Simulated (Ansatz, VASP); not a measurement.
**Ta3Cu: VASP beside Ansatz**

INCAR

```
SYSTEM = Ta3Cu
PREC = Accurate
ENCUT = 520
EDIFF = 1E-7
ISMEAR = -1
SIGMA = 0.05
LREAL = .False.
LASPH = .True.
NELM = 60
ALGO = Normal
ISIF = 2
LWAVE = .False.
LCHARG = .False.
GGA = PE
NBANDS = 30
```

KPOINTS

```
regular mesh
0
Gamma
  9 9 9
  0 0 0
```

File POSCAR:

```
Ta3Cu
1.0
   -1.9793887163      1.9793887163      4.1512958659
    1.9793887163     -1.9793887163      4.1512958659
    1.9793887163      1.9793887163     -4.1512958659
Ta Cu
3 1
Direct
    0.5000000000      0.5000000000      0.0000000000
    0.2500000000      0.7500000000      0.5000000000
    0.7500000000      0.2500000000      0.5000000000
    0.0000000000      0.0000000000      0.0000000000
```

File input.yaml:

```yaml
crystal:
  lattice:
    - [-1.9793887163, 1.9793887163, 4.1512958659]
    - [1.9793887163, -1.9793887163, 4.1512958659]
    - [1.9793887163, 1.9793887163, -4.1512958659]
  atoms:
    - { symbol: Ta, position: [0.5, 0.5, 0.0] }
    - { symbol: Ta, position: [0.25, 0.75, 0.5] }
    - { symbol: Ta, position: [0.75, 0.25, 0.5] }
    - { symbol: Cu, position: [0.0, 0.0, 0.0] }
hamiltonian:
  xc: pbe
  pseudopotentials: { kind: paw }
kpoints:
  mp_grid: { grid: [9, 9, 9] }
scf:
  occupations: { method: fermi_dirac, width: 0.05 }
output:
  forces: true
  stress: true
  eigenvalues: true
  write_density: true
  write_potential: true
  elf: true
  volumetric_format: npy
```

Change from the starting cell: volume scaled by 0.96.

Alike in both runs: task single point; functional PBE; k mesh 9 × 9 × 9; occupations fermi-dirac, width 0.05 eV; no spin polarisation.

```csv
,VASP,Ansatz
version,VASP 6.6.1,Ansatz 0.2.0
potentials or method,"VASP PAW PBE potentials, release 64 (Ta_pv, Cu)",Ansatz PAW
plane-wave cutoff (eV),520,420
valence electrons in the cell,44,58
```

VASP gave:

- gap on the k mesh at the Fermi level (eV): none
- pressure (GPa): 8.9
- largest component of the traceless stress (GPa): 0.58

**Question.** What did Ansatz give for the same quantities?

**Answer.** gap on the k mesh at the Fermi level (eV): none; pressure (GPa): 8.6; largest component of the traceless stress (GPa): 0.46.

A gap of «none» marks a metal or a gap that the smearing closes. With one functional, cell and mesh, what is left measures potentials, basis and numerics. The two sets of potentials don't hold the same shells in valence.

Spin-orbit coupling is left out, which matters for the levels of Ta.
